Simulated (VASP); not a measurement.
Input:

```
CELL_PARAMETERS angstrom
      3.54261     0.00000     0.00000
     -1.77130     3.06799     0.00000
      0.00000     0.00000     6.43063
ATOMIC_POSITIONS crystal
  Pb 0.00000 0.00000 0.00000
  Pb 0.00000 0.00000 0.50000
  O  0.33333 0.66667 0.25000
  O  0.66667 0.33333 0.75000
```

All values below come from PBEsol GGA, VASP's PBE PAW potentials (set 64) (plane waves; VASP 6.6.1). Run with 620 eV cut-off, 10×10×5 Γ-centred mesh, first-order Methfessel-Paxton smearing of 0.10 eV, potentials Pb_d O.

Energy and stress use the plane-wave basis of the starting cell.

### Question
The ions, cell shape and volume at an external pressure of 5.0 GPa are relaxed. What does this cell relax into?

### Answer

```
CELL_PARAMETERS angstrom
      3.46685     0.00000     0.00000
     -1.73343     3.00238     0.00000
      0.00000     0.00000     6.38744
ATOMIC_POSITIONS crystal
  Pb 0.00000 0.00000 0.00000
  Pb 0.00000 0.00000 0.50000
  O  0.33333 0.66667 0.25000
  O  0.66667 0.33333 0.75000
```
Space group P6_3/mmc (194), at a tolerance of 0.03 Å.

### Question
How do energy and volume change from the first to the last step?

### Answer
The energy (σ→0) changes by +12.7 meV/atom and the volume by -4.9 %, in 7 ionic steps.

```tsv
step	E(σ→0) (eV)	max force (eV/Å)	pressure (GPa)	volume (Å³)
1	-21.8428	0.000	-0.06	69.89
2	-21.6956	0.000	9.46	64.46
3	-21.7961	0.000	4.97	66.72
4	-21.7941	0.000	5.10	66.65
5	-21.7938	0.000	5.09	66.58
6	-21.7898	0.000	5.09	66.43
7	-21.7919	0.000	5.11	66.49
```

The structure was generated: PbO was put into the NiAs type type (P6_3/mmc), which need not be its known phase. This run relaxes it under an external pressure of 5 GPa. Symmetry was kept, so distortions that lower it aren't found.
